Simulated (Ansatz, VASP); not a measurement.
One calculation of ScF3 (series), two programs

The input INCAR:

```
SYSTEM = ScF3
PREC = Accurate
ENCUT = 520
EDIFF = 1E-6
ISMEAR = 0
SIGMA = 0.02
LREAL = .FALSE.
LASPH = .TRUE.
NELM = 100
ALGO = Fast
ISIF = 2
LWAVE = .FALSE.
LCHARG = .TRUE.
GGA = CA
LELF = .TRUE.
LVHAR = .TRUE.
NBANDS = 24
```

KPOINTS

```
Automatic mesh
0
G
  6 6 6
  0 0 0
```

POSCAR

```
ScF3
1.0
    4.0124500000      0.0000000000      0.0000000000
    0.0000000000      4.0124500000      0.0000000000
    0.0000000000      0.0000000000      4.0124500000
Sc F
1 3
Direct
    0.0000000000      0.0000000000      0.0000000000
    0.5000000000      0.0000000000      0.0000000000
    0.0000000000      0.5000000000      0.0000000000
    0.0000000000      0.0000000000      0.5000000000
```

Input for Ansatz:

```yaml
crystal:
  lattice:
    - [4.01245, 0.0, 0.0]
    - [0.0, 4.01245, 0.0]
    - [0.0, 0.0, 4.01245]
  atoms:
    - { symbol: Sc, position: [0.0, 0.0, 0.0] }
    - { symbol: F, position: [0.5, 0.0, 0.0] }
    - { symbol: F, position: [0.0, 0.5, 0.0] }
    - { symbol: F, position: [0.0, 0.0, 0.5] }
basis:
  ecutwfc: 650
kpoints:
  mp_grid: { grid: [6, 6, 6] }
hamiltonian:
  xc: lda
scf:
  occupations: { method: gaussian, width: 0.02 }
output:
  forces: true
  stress: true
  eigenvalues: true
```

Alike in both runs: task single point; functional LDA; k mesh 6 × 6 × 6; occupations gaussian, width 0.02 eV; no spin polarisation.

|  | VASP | Ansatz |
| --- | --- | --- |
| version | VASP 6.6.1 | Ansatz 0.2.0 |
| potentials or method | VASP PAW LDA potentials, release 64 (Sc_sv, F) | scalar-relativistic, plane waves, PAW |
| plane-wave cutoff (eV) | 520 | 650 |
| valence electrons in the cell | 32 | 32 |

|  | VASP | Ansatz | Ansatz less VASP |
| --- | --- | --- | --- |
| gap on the k mesh at the Fermi level (eV) | 6.18 | 6.21 | +0.028 |
| least direct gap on the mesh (eV) | 6.72 | 6.75 | +0.034 |
| pressure (GPa) | -2.3 | -3.0 | -0.65 |

A k mesh can miss the band edges.
